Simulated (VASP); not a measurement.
These are PBEsol GGA, VASP's PBE PAW potentials (set 64) (plane waves; VASP 6.6.1) values and carry that method's errors.

VASP ran on this input.

File POSCAR:
```
C
1
   -0.0000000000     1.7276803663     1.7276803663
    1.7276803663    -0.0000000000     1.7276803663
    1.7276803663     1.7276803663     0.0000000000
C
2
Direct
  0.0000000000   0.0000000000   0.0000000000
  0.2500000000   0.2500000000   0.2500000000
```

### INCAR
```
! general
SYSTEM   =  C
PREC     =  Accurate
ENCUT    =  620
LREAL    =  .FALSE.
LASPH    =  .TRUE.

! electronic loop
EDIFF    =  1E-6
NELM     =  100
ALGO     =  Normal

! smearing
ISMEAR   =  0
SIGMA    =  0.05

! functional
GGA      =  PS

! ions
IBRION   =  2
NSW      =  40
ISIF     =  3
EDIFFG   =  -0.02
PSTRESS  =  450

! output
LWAVE    =  .FALSE.
LCHARG   =  .FALSE.
```

**KPOINTS**
```
Automatic mesh
0
Gamma
13 13 13
0 0 0
```

POTCAR, in this order: C (PBE.64 set). Program: vasp_std.

The run wrote:

File OSZICAR:
```
       N       E                     dE             d eps       ncg     rms          rms(c)
DAV:   1     0.313844764390E+01    0.31384E+01   -0.58383E+03  1384   0.116E+03
DAV:   2    -0.198503762834E+02   -0.22989E+02   -0.21994E+02  2040   0.128E+02
DAV:   3    -0.199958191845E+02   -0.14544E+00   -0.14544E+00  1424   0.134E+01
DAV:   4    -0.199960627495E+02   -0.24357E-03   -0.24356E-03  1992   0.532E-01
DAV:   5    -0.199960627741E+02   -0.24564E-07   -0.24560E-07  1416   0.465E-03    0.630E+00
DAV:   6    -0.193529357824E+02    0.64313E+00   -0.49459E-01  1384   0.563E+00    0.373E+00
DAV:   7    -0.191311164306E+02    0.22182E+00   -0.53822E-01  1592   0.592E+00    0.847E-01
DAV:   8    -0.191312051814E+02   -0.88751E-04   -0.16303E-03  1368   0.522E-01    0.302E-02
DAV:   9    -0.191312082347E+02   -0.30533E-05   -0.32437E-05  1912   0.548E-02    0.234E-02
DAV:  10    -0.191312127166E+02   -0.44819E-05   -0.26477E-06  1472   0.201E-02    0.519E-03
DAV:  11    -0.191312125971E+02    0.11945E-06   -0.26479E-08   672   0.177E-03
   1 F= -.16234389E+02 E0= -.16234389E+02  d E =-.162344E+02
```

OUTCAR:
```
------------------------ aborting loop because EDIFF is reached ----------------------------------------
  FORCE on cell =-STRESS in cart. coord.  units (eV):
  Direction    XX          YY          ZZ          XY          YZ          ZX
  --------------------------------------------------------------------------------------
  Total        2.8858822      2.8858822      2.8858822     -0.0000000      0.0000000     -0.0000000
  in kB      448.3002547    448.3002547    448.3002547     -0.0000000      0.0000000     -0.0000000
  external PRESSURE =      -1.6997453 kB  Pullay stress =     450.0000000 kB
  volume of cell :       10.31
      direct lattice vectors                 reciprocal lattice vectors
     0.000000000  1.727680366  1.727680366    -0.289405384  0.289405384  0.289405384
     1.727680366  0.000000000  1.727680366     0.289405384 -0.289405384  0.289405384
     1.727680366  1.727680366  0.000000000     0.289405384  0.289405384 -0.289405384
 POSITION                                       TOTAL-FORCE (eV/Angst)
 -----------------------------------------------------------------------------------
      0.00000      0.00000      0.00000        -0.000000      0.000000     -0.000000
      0.86384      0.86384      0.86384         0.000000     -0.000000      0.000000
 -----------------------------------------------------------------------------------
    total drift:                                0.000000      0.000000      0.000000
  FREE ENERGIE OF THE ION-ELECTRON SYSTEM (eV)
  ---------------------------------------------------
  free  energy   TOTEN  =       -19.1312125971 eV

  energy  without entropy=      -19.1312125971  energy(sigma->0) =      -19.13121260
  enthalpy is  TOTEN    =       -16.2343885256 eV   P V=        2.8968240715

 reached required accuracy - stopping structural energy minimisation
```
(Selected blocks of OUTCAR.)

The compound is C in the diamond structure. It was relaxed first under an external pressure of 45 GPa.
